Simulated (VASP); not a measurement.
An input for Quantum ESPRESSO's pw.x (written as the equivalent of a VASP run, and not itself run):

```
&CONTROL
  calculation = 'scf'
  pseudo_dir = './pseudo'
  outdir = './out'
  tprnfor = .true.
  tstress = .true.
/
&SYSTEM
  ibrav = 0
  nat = 3
  ntyp = 2
  ecutwfc = 68
  occupations = 'tetrahedra'
  input_dft = 'rpbe'
/
&ELECTRONS
  conv_thr = 7.3e-09
  electron_maxstep = 100
/
ATOMIC_SPECIES
  Sr 87.620 Sr.upf
  Cl 35.450 Cl.upf
CELL_PARAMETERS angstrom
     0.0000000    3.5924667    3.5924667
     3.5924667    0.0000000    3.5924667
     3.5924667    3.5924667    0.0000000
ATOMIC_POSITIONS crystal
  Sr   0.0000000  0.0000000  0.0000000
  Cl   0.2500000  0.2500000  0.2500000
  Cl   0.7500000  0.7500000  0.7500000
K_POINTS automatic
  6 6 6 0 0 0
```

Translate this input to VASP (INCAR, KPOINTS, POSCAR, choice of POTCAR).

Several could match; the one computed here: 
File POSCAR:
```
SrCl2
1
    0.0000000000     3.5924667295     3.5924667295
    3.5924667295     0.0000000000     3.5924667295
    3.5924667295     3.5924667295     0.0000000000
Sr Cl
1 2
Direct
  0.0000000000   0.0000000000   0.0000000000
  0.2500000000   0.2500000000   0.2500000000
  0.7500000000   0.7500000000   0.7500000000
```

INCAR:
```
SYSTEM = SrCl2
PREC = Accurate
ENCUT = 520
EDIFF = 1E-7
NELM = 100
ALGO = Normal
LREAL = .FALSE.
LASPH = .TRUE.
ISMEAR = -5
GGA = RP
LMAXMIX = 4
LWAVE = .FALSE.
LCHARG = .TRUE.
LORBIT = 11
NEDOS = 601
ISIF = 2
LEFG = .TRUE.
```

### KPOINTS
```
Automatic mesh
0
Gamma
6 6 6
0 0 0
```

POTCAR, in this order: Sr_sv Cl (PBE.64 set). Program: vasp_std.

Limits of the translation: the potentials are each code's own (VASP's PAW set, PseudoDojo norm-conserving files in pw.x), so ENCUT and ecutwfc are chosen apart and not converted; conv_thr bounds pw.x's estimated SCF error, while EDIFF bounds the energy change between steps; the field gradients of LEFG aren't asked of the other code.

The compound is SrCl2 in the fluorite structure. It was relaxed first, which changed the volume by +9 %.
